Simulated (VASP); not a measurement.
Data:

```xyz
2
Lattice="0.0000 2.5894 2.5894 2.5894 0.0000 2.5894 2.5894 2.5894 0.0000" Properties=species:S:1:pos:R:3 pbc="T T T"
K      0.0000     0.0000     0.0000
F      2.5894     2.5894     2.5894
```

These are PBE GGA, VASP's PBE PAW potentials (set 64) (plane waves; VASP 6.6.1) values and carry that method's errors. Numerical set-up: 400 eV cut-off, 11×11×11 Γ-centred mesh, Gaussian smearing of 0.010 eV, potentials K_sv F.

### Question
Predict the energy per atom (σ→0), band gap (on the k-mesh) with the smallest direct gap where there is one.

### Answer

```
Item                                         Result
-----------------------------------  --------------
band gap (on the k-mesh)                    6.71 eV
smallest direct gap (on the k-mesh)         6.71 eV
energy per atom (σ→0)                -4.116 eV/atom
```

The structure comes from a computed database's KF entry; how it stands against other phases isn't given here. The cell was not relaxed at this level.
